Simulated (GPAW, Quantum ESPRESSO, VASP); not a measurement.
**NiW2B2 (Immm, 5 atoms in the cell) computed with different codes at matched settings**

Self-consistent single point, at a second geometry (lattice scaled by 0.98). First geometry:

```yaml
crystal:
  lattice:
    - [-1.57135, 2.23844, 3.47838]
    - [1.57135, -2.23844, 3.47838]
    - [1.57135, 2.23844, -3.47838]
  atoms:
    - { symbol: Ni, position: [0.00000, 0.00000, 0.00000] }
    - { symbol: B, position: [0.70381, 0.50000, 0.20381] }
    - { symbol: B, position: [0.29619, 0.50000, 0.79619] }
    - { symbol: W, position: [0.70059, 0.20059, 0.50000] }
    - { symbol: W, position: [0.29941, 0.79941, 0.50000] }
```

Shared settings, as Quantum ESPRESSO writes them: occupations = smearing; smearing = fermi-dirac; degauss = 0.0073499 Ry; K_POINTS = automatic 8 8 8 0 0 0. Potentials and cutoffs stand in the table.

| code | model | ΔF from the first geometry (meV/atom) | pressure (GPa) | largest force (eV/Å) | cutoff |
|---|---|---|---|---|---|
| VASP | LDA (PZ), VASP's LDA PAW potentials (set 64) | 78.6 | 36.23 | 0.447 | 400 eV |
| Quantum ESPRESSO | LDA (PZ), GBRV 1.5 ultrasoft (LDA) pseudopotentials | 75.8 | 35.00 | 0.446 | 50 Ry |
| GPAW | LDA (Perdew-Wang 92), GPAW PAW datasets LDA (gpaw-data 1.0.1) | 70.7 | – | 0.350 | 950 eV |

Size of the force on each atom (eV/Å): Sizes of forces hide their directions.

```tsv
code	Ni1	B2	B3	W4	W5
VASP	0.000	0.189	0.189	0.447	0.447
Quantum ESPRESSO	0.000	0.192	0.192	0.446	0.446
GPAW	0.000	0.124	0.124	0.350	0.350
```

A dash marks a value that a program does not give, or that is left out as unsure.

On VASP's run: spin-orbit coupling is off. Spin polarisation is off.

The spread over the programs that give each value: ΔF from the first geometry within 7.9 meV/atom; pressure within 1.23 GPa; largest force within 0.097 eV/Å.

The pressure of GPAW is left out: its cutoff lies under the one at which its stress was checked.

VASP's run is marked for a possible Pulay error in its stress at this cutoff; no cutoff test was made.

The starting cell comes from a database of computed structures (which also holds hypothetical and non-ambient phases and stackings), without a prior relaxation at this level. Its lattice was rescaled by a random factor within 2.5 % of one. For this run, on top of that: lattice scaled by 0.98.

Left out of this page: Ansatz and FLEUR (not drawn, or without a comparable value); SIESTA (unsound by tests on forces, stress, charge or solver warnings).
